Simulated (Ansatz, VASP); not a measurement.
# Al22Ga16O57 (partly crystallised 42Ga2O3-58Al2O3 (mol %)): VASP beside Ansatz, part 3 of 3

Aim: how closely do two programs agree when they are given the same cell, functional and k mesh? Of the first pair: The structure shown is the start of the Ansatz relaxation below; VASP solves that cell, so the two are compared at the walk's first step.

VASP 6.6.1 and Ansatz 0.2.0.

So far. Step 6 (VASP: single point, RPBE, start cell, pair 2): The run ends at a pressure of 12.14 GPa, with forces up to 2.1 eV/Å.

**8. Ansatz: relaxation, RPBE**

Level of this step: Ansatz beside VASP: Kohn-Sham DFT, plane waves, RPBE (Ansatz).

This run makes the geometry at which the two programs are then compared.

The structure compared here is the end of the Ansatz relaxation.

Input file input.yaml:

```yaml
crystal:
  lattice:
    - [9.81985, 0.0, 0.0]
    - [0.0, 9.81985, 0.0]
    - [0.0, 0.0, 9.81985]
  atoms:
    - { symbol: Ga, position: [0.4408, 0.92131, 0.69089] }
    - { symbol: Ga, position: [0.22126, 0.69651, 0.74012] }
    - { symbol: Ga, position: [0.71306, 0.04273, 0.88124] }
    - { symbol: Ga, position: [0.19242, 0.8128, 0.02384] }
    - { symbol: Ga, position: [0.03037, 0.45794, 0.30838] }
    - { symbol: Ga, position: [0.57884, 0.98806, 0.40916] }
    - { symbol: Ga, position: [0.96576, 0.06226, 0.11812] }
    - { symbol: Ga, position: [0.27798, 0.03579, 0.22404] }
    - { symbol: Ga, position: [0.56378, 0.47498, 0.36825] }
    - { symbol: Ga, position: [0.72676, 0.58811, 0.84291] }
    - { symbol: Ga, position: [0.7589, 0.47596, 0.11163] }
    - { symbol: Ga, position: [0.77681, 0.70183, 0.37453] }
    - { symbol: Ga, position: [0.01286, 0.52207, 0.9668] }
    - { symbol: Ga, position: [0.03105, 0.23421, 0.55141] }
    - { symbol: Ga, position: [0.93316, 0.28254, 0.81638] }
    - { symbol: Ga, position: [0.93946, 0.80574, 0.84386] }
    - { symbol: Al, position: [0.13793, 0.02258, 0.80269] }
    - { symbol: Al, position: [0.7309, 0.80544, 0.63335] }
    - { symbol: Al, position: [0.62573, 0.33035, 0.86788] }
    - { symbol: Al, position: [0.68009, 0.27087, 0.60071] }
    - { symbol: Al, position: [0.15489, 0.25967, 0.99341] }
    - { symbol: Al, position: [0.40169, 0.46819, 0.92964] }
    - { symbol: Al, position: [0.06206, 0.77731, 0.27643] }
    - { symbol: Al, position: [0.88802, 0.01181, 0.44073] }
    - { symbol: Al, position: [0.34591, 0.74378, 0.42567] }
    - { symbol: Al, position: [0.95817, 0.55028, 0.59721] }
    - { symbol: Al, position: [0.15245, 0.92348, 0.54225] }
    - { symbol: Al, position: [0.57572, 0.22738, 0.17036] }
    - { symbol: Al, position: [0.4304, 0.13867, 0.94008] }
    - { symbol: Al, position: [0.27934, 0.45848, 0.61025] }
[... 59 atom lines left out ...]
    - { symbol: O, position: [0.80495, 0.97659, 0.03563] }
    - { symbol: O, position: [0.83026, 0.69803, 0.97475] }
    - { symbol: O, position: [0.79914, 0.91272, 0.76768] }
    - { symbol: O, position: [0.96859, 0.30148, 0.38111] }
    - { symbol: O, position: [0.0249, 0.13728, 0.7219] }
    - { symbol: O, position: [0.65105, 0.85237, 0.2895] }
total_charge: 1
kpoints:
  mp_grid: { grid: [1, 1, 1] }
hamiltonian:
  xc: rpbe
scf:
  occupations: { method: fermi_dirac, width: 0.01 }
  lower_state_search: "off"
output:
  forces: true
magnetization:
  spin_polarized: true
  initial_magnetization: 1
relax:
  f_tol: 0.05
  max_steps: 90
```

Command:

```
> ansatz run input.yaml --threads 4 --pin off --max-ram 8192MiB --backend cpu --events-out ev --progress --plain --runs-dir out
```

Numbers of over 12 decimals in the logs are rounded to 6 here.

The program printed:

```text
[...]
Crystal: 95 atoms, lattice volume = 946.923 Å³
Basis set: ecut = 420 eV, 18613 PW (Γ), exchange–correlation on 144×144×144 points (8 copies of the dense FFT grid, shifted against one another)
Bands: 403, of which v1, the nominal top of the filled ones, is band 308 counted from 1 (307 counted from 0)
Symmetry: 1 space group operations
[...]
k-points: 1
[...]
Starting moments: Σ|m| = 1 μB on 95 of 95 sites
[...]
- { symbol: O, position: [0.103183, 0.387659, 0.868435] }
    - { symbol: O, position: [0.926226, 0.378217, 0.640434] }
    - { symbol: O, position: [0.594152, 0.787039, 0.057340] }
    - { symbol: O, position: [0.059070, 0.930771, 0.945092] }
    - { symbol: O, position: [0.376203, 0.634131, 0.0086478] }
    - { symbol: O, position: [0.845935, 0.848463, 0.495866] }
    - { symbol: O, position: [0.218620, 0.295323, 0.584824] }
[...]
- { symbol: O, position: [0.798866, 0.912046, 0.769604] }
    - { symbol: O, position: [0.969802, 0.300494, 0.379391] }
    - { symbol: O, position: [0.025187, 0.136598, 0.723177] }
    - { symbol: O, position: [0.650906, 0.853642, 0.289507] }
```

**9. VASP: single point, RPBE, relaxed cell, pair 3**

The same cell, functional, mesh and smearing now go to VASP, with its own data sets.

Input file INCAR:

```
SYSTEM = Al22Ga16O57
PREC = Accurate
ENCUT = 520
EDIFF = 1E-06
NELM = 200
ISMEAR = -1
SIGMA = 0.01
LREAL = Auto
ALGO = Normal
GGA = RP
NELECT = 615
NBANDS = 376
ISPIN = 2
MAGMOM = 0 0 -0 0 0 -0 -0 0 0 0 0 0 -0 0 0 0 -0 0 -0 -0 -0 -0 -0 -0 -0 -0 0 -0 -0 -0 -0 0 -0 -0 -0 -0 -0 -0 0 0.01 0.02 0 0 0 0 0 0 0.01 0.03 -0 0.01 0.01 0 0 -0 0.03 0 -0 0.01 0.01 0 0 0 0 0 0 0.02 0.02 0 0.01 0.24 0 0 0.01 0 0 0.01 0.14 0.01 -0 0 0 0 0.07 0 0 0 0 0 0.05 0 0.01 0.12 0 0
LORBIT = 11
LWAVE = .FALSE.
LCHARG = .FALSE.
ISIF = 2
LASPH = .TRUE.
GGA_COMPAT = .FALSE.
NCORE = 2
```

Input file POSCAR:

```
Al22Ga16O57
1.0
    9.8198500000      0.0000000000      0.0000000000
    0.0000000000      9.8198500000      0.0000000000
    0.0000000000      0.0000000000      9.8198500000
Ga Al O
16 22 57
Direct
    0.4389900000      0.9205000000      0.6915900000
    0.2213800000      0.6955900000      0.7398400000
    0.7128600000      0.0424900000      0.8814800000
    0.1939100000      0.8100300000      0.0217200000
    0.0315400000      0.4594800000      0.3066000000
    0.5759900000      0.9852700000      0.4109900000
    0.9699600000      0.0589500000      0.1131500000
    0.2793800000      0.0343000000      0.2237300000
    0.5618800000      0.4789000000      0.3676000000
    0.7266400000      0.5887100000      0.8428900000
    0.7578400000      0.4769300000      0.1119100000
    0.7769300000      0.7020600000      0.3753500000
    0.0110900000      0.5225600000      0.9659800000
    0.0310200000      0.2323600000      0.5527800000
    0.9332700000      0.2819500000      0.8165800000
    0.9408000000      0.8053100000      0.8425300000
    0.1397500000      0.0220400000      0.8026100000
    0.7290100000      0.8051100000      0.6348600000
    0.6285800000      0.3307400000      0.8691500000
    0.6808000000      0.2752200000      0.6019800000
    0.1558100000      0.2609000000      0.9930500000
    0.4027500000      0.4681700000      0.9287700000
    0.0627300000      0.7785400000      0.2762100000
    0.8850500000      0.0122200000      0.4427900000
    0.3452300000      0.7410300000      0.4263600000
    0.9579700000      0.5501500000      0.5972100000
    0.1510300000      0.9229700000      0.5419500000
    0.5764900000      0.2271500000      0.1703400000
    0.4309000000      0.1376900000      0.9404700000
    0.2784300000      0.4580400000      0.6097300000
[... 59 atom lines left out ...]
    0.8046100000      0.9772700000      0.0387200000
    0.8314000000      0.6977600000      0.9748000000
    0.7988700000      0.9120500000      0.7696000000
    0.9698000000      0.3004900000      0.3793900000
    0.0251900000      0.1366000000      0.7231800000
    0.6509100000      0.8536400000      0.2895100000
```

Input file KPOINTS:

```
Automatic mesh
0
Gamma
1 1 1
0 0 0
```

Potentials, in the order of the species: Ga_d, Al and O (PBE family, release 64).

Command:

```
> mpirun -np 8 vasp_gam
```

The program printed:

```text
[... set-up lines as in an earlier step ...]
 entering main loop
       N       E                     dE             d eps       ncg     rms          rms(c)
DAV:   1     0.161166149723E+05    0.16117E+05   -0.23159E+05  1576   0.274E+03
DAV:   2     0.366158428440E+04   -0.12455E+05   -0.11655E+05  1504   0.851E+02
DAV:   3    -0.213447321356E+03   -0.38750E+04   -0.36285E+04  2072   0.351E+02
DAV:   4    -0.669500361245E+03   -0.45605E+03   -0.44865E+03  2080   0.131E+02
DAV:   5    -0.690984251876E+03   -0.21484E+02   -0.21291E+02  2112   0.316E+01BRMIX: very serious problems
 the old and the new charge density differ
 old charge density:   616.00000 new  615.00000
    0.567E+01
DAV:   6    -0.600404933999E+03    0.90579E+02   -0.32380E+02  2808   0.664E+01    0.188E+01
DAV:   7    -0.602337190371E+03   -0.19323E+01   -0.36995E+01  1792   0.128E+01    0.120E+01
DAV:   8    -0.602601633396E+03   -0.26444E+00   -0.53392E+00  2224   0.804E+00    0.693E+00
DAV:   9    -0.602855593852E+03   -0.25396E+00   -0.51465E+00  2152   0.551E+00    0.710E+00
[...]
DAV:  21    -0.602852349737E+03   -0.11507E-04   -0.11598E-04  1936   0.216E-02    0.259E-02
DAV:  22    -0.602852351334E+03   -0.15973E-05   -0.16990E-05  1848   0.126E-02    0.112E-02
DAV:  23    -0.602852352042E+03   -0.70823E-06   -0.89327E-06  1528   0.948E-03
   1 F= -.60285235E+03 E0= -.60285227E+03  d E =-.171943E-03  mag=     1.0000
```

Parts of OUTCAR (step 9):

```text
  Total       46.1307402     56.1880454     73.4438623      3.9972674     -0.2508202      7.8817292
  in kB       78.0524327     95.0692231    124.2657737      6.7633089     -0.4243835     13.3357526
  external PRESSURE =      99.1291432 kB  Pullay stress =       0.0000000 kB

 POSITION                                       TOTAL-FORCE (eV/Angst)
 -----------------------------------------------------------------------------------
      4.31082      9.03917      6.79131         0.055338      0.036882     -0.007552
      2.17392      6.83059      7.26512         0.004062     -0.008396     -0.039466
      7.00018      0.41725      8.65600         0.029767     -0.024847     -0.010154
      1.90417      7.95437      0.21329         0.008824      0.015609      0.034115
      0.30972      4.51202      3.01077        -0.016634     -0.022540     -0.019550
      5.65614      9.67520      4.03586         0.030499      0.059285      0.001265
      9.52486      0.57888      1.11112         0.004883      0.041082     -0.006288
      2.74347      0.33682      2.19700        -0.027561     -0.017169     -0.002247
[...]
5.04681      1.97428      5.81178        -0.028601      0.003155     -0.012114
      1.52168      6.64166      1.57373         0.019792     -0.025201      0.034289
      3.12458      1.61988      3.60123         0.008664      0.042824      0.038407
      6.22421      4.39546      7.00754        -0.032951     -0.012480     -0.028500
      2.46370      1.22915      8.85692        -0.002736     -0.012490     -0.002086
[...]
-----------------------------------------------------------------------------------
    total drift:                                0.008140     -0.006085      0.010694

  FREE ENERGIE OF THE ION-ELECTRON SYSTEM (eV)
  ---------------------------------------------------
  free  energy   TOTEN  =      -602.8523520423 eV

  energy  without entropy=     -602.8521800993  energy(sigma->0) =     -602.85226607

 magnetization (x)
# of ion       s       p       d       tot
------------------------------------------
    1        0.000  -0.000   0.000   0.000
    2       -0.000  -0.000   0.000   0.000
    3       -0.000  -0.000  -0.000  -0.001
    4       -0.000  -0.000   0.000  -0.000
    5       -0.001  -0.001   0.002  -0.000
    6       -0.001  -0.002   0.000  -0.003
    7       -0.002  -0.003   0.001  -0.004
    8       -0.000  -0.000   0.001   0.000
    9       -0.000   0.000   0.000   0.000
   10        0.000  -0.000   0.000   0.000
   11       -0.000  -0.000   0.000  -0.000
   12       -0.000  -0.000   0.000  -0.000
   13       -0.000  -0.000   0.000  -0.000
[...]
--------------------------------------------------
tot          0.001   0.839   0.010   0.849

[... 2 parts as in an earlier step ...]

[... 1 further part left out ...]
[key lines of the parts left out:]
E-fermi :   5.0059
```

The run ends at a pressure of 9.91 GPa, with forces up to 0.088 eV/Å.

**10. Side by side**

What differs besides the data sets and the points named for the pairs above, as far as they apply: site moments are counted in spheres of each program's own size. Total energies have different zeros and are not compared.

Both answers:

```csv
quantity,Ansatz,VASP,difference
total moment (μB),1.00,1.00,0.00
moment on O71 (μB),0.23,0.24,0.00
moment on O78 (μB),0.14,0.14,0.00
moment on O93 (μB),0.12,0.12,0.00
moment on O84 (μB),0.07,0.07,0.00
moment on O90 (μB),0.05,0.05,0.00
```

Forces on 8 of the 95 atoms, those with the largest forces and the largest differences (eV/Å; atoms numbered as in POSCAR):

```csv
atom,"Ansatz x, y, z","VASP x, y, z"
Ga6,"-0.002, -0.010, -0.015","0.030, 0.059, 0.001"
O41,"0.004, 0.006, 0.010","-0.014, 0.086, -0.006"
O46,"0.015, 0.017, -0.003","0.074, 0.037, -0.009"
O53,"0.002, 0.005, 0.003","0.020, -0.019, -0.073"
O64,"-0.002, 0.007, 0.017","-0.035, 0.006, 0.075"
O65,"-0.023, 0.002, 0.011","-0.084, -0.025, -0.004"
O80,"-0.010, 0.005, -0.012","0.007, -0.028, -0.068"
O94,"0.002, -0.003, -0.004","0.040, -0.060, 0.014"
```

The forces differ by 25 meV/Å r.m.s., which is 95.1 % of the r.m.s. force of 0.026 eV/Å (both taken over all components). The cell carries a charge of +1 e against a uniform background, so its pressure also hangs on how the neutralising background is counted, and in a defect's cell a gap may be the spacing between its levels.

**11. Outcome**

```yaml
r_m_s_force_difference_single_point_rpbe_start_cell_pair_1: 25 meV/Å
r_m_s_force_difference_single_point_rpbe_start_cell_pair_2: 4.5 % of the r.m.s. force
r_m_s_force_difference_single_point_rpbe_relaxed_cell_pair_3: 25 meV/Å
```

What this shows: The r.m.s. force difference is 25 meV/Å (single point, RPBE, start cell, pair 1), beyond the 12 meV/Å picked in this series as the mark of a large difference. What causes the difference of the single point, RPBE, start cell, pair 1 pair stays open here. What causes the difference of the single point, RPBE, start cell, pair 2 pair stays open here. What causes the difference of the single point, RPBE, relaxed cell, pair 3 pair stays open here. 3 further runs of this series are not shown here. Such differences can come from data sets, numerical settings and the points named under the comparisons, not from the functional's error against experiment.

[Lines on the potential files, build, host, timing and source positions are cut from VASP's logs without a mark.]

[Logs are printed without paths, hosts, clocks, repeated set-up lines and the standing remarks that a program may print on its own settings, such as how far it seeks lower states.]

[Hosts, paths, dates, database ids (printed as entryN), source tags and the programs' standing remarks are cut or masked in the printed files.]
